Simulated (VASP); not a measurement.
Set up this calculation in VASP 6.6.1, as the native input.

- Task: relaxation of cell and atoms
- Functional: PBE
- Potentials or basis: VASP PAW PBE potentials, release 64 (B, I)
- Cutoff: 600 eV
- k mesh: 10 × 10 × 10
- Occupations: gaussian, width 0.1 eV
- Spin: no spin polarisation
- Dipole correction: no
- Further INCAR settings: ALGO = Normal; EDIFF = 1e-06; IBRION = 2; EDIFFG = -0.01; NSW = 100; ISIF = 3

The structure of B7I lies in POSCAR:

```
B7I
1.0
   -2.6965650200      2.6965650200      2.6965650200
    2.6965650200     -2.6965650200      2.6965650200
    2.6965650200      2.6965650200     -2.6965650200
B I
7 1
Direct
    0.5000000000      0.5000000000      0.5000000000
    0.0000000000      0.0000000000      0.5000000000
    0.0000000000      0.5000000000      0.0000000000
    0.5000000000      0.0000000000      0.0000000000
    0.0000000000      0.5000000000      0.5000000000
    0.5000000000      0.0000000000      0.5000000000
    0.5000000000      0.5000000000      0.0000000000
    0.0000000000      0.0000000000      0.0000000000
```

The cell was built by a generator and needn't be a form met in nature.

The cell isn't the ideal one: random cell by space group and Wyckoff sites (Im-3m, No. 229).

These files were run (other wordings do the same):

INCAR

```
SYSTEM = B7I
PREC = Accurate
ENCUT = 600
EDIFF = 1E-6
ISMEAR = 0
SIGMA = 0.1
LREAL = .False.
LASPH = .True.
NELM = 100
ALGO = Normal
ISIF = 3
LWAVE = .False.
LCHARG = .False.
GGA = PE
IBRION = 2
NSW = 100
EDIFFG = -0.01
```

KPOINTS

```
regular mesh
0
Gamma
  10 10 10
  0 0 0
```

Potentials or basis: VASP PAW PBE potentials, release 64 (B, I).

Command:

```bash
$ cat potpaw_PBE.64/B/POTCAR potpaw_PBE.64/I/POTCAR > POTCAR
$ mpirun -np 1 vasp_std > vasp.out
```

Results of the run:

| Quantity | Value |
| --- | --- |
| Relaxed volume | 9.76 Å³/atom |
| Relaxed cell | a = 4.664 Å, b = 4.664 Å, c = 4.664 Å, α = 109.47°, β = 109.47°, γ = 109.47° |
| Space group after relaxing (to 0.05 Å) | Im-3m (No. 229) |
| Energy gained by relaxing | 0.1 meV/atom |
| Ionic steps | 2 |
| Pressure after relaxing | 0.0 GPa |
| Band gap on the k mesh | none (metal or under the smearing width) |

Run time: 2.9 min on 1 thread of Intel(R) Xeon(R) Platinum 8259CL CPU @ 2.50GHz (Skylake/Cascade Lake), with other jobs on the host, peak memory 0.28 GiB.
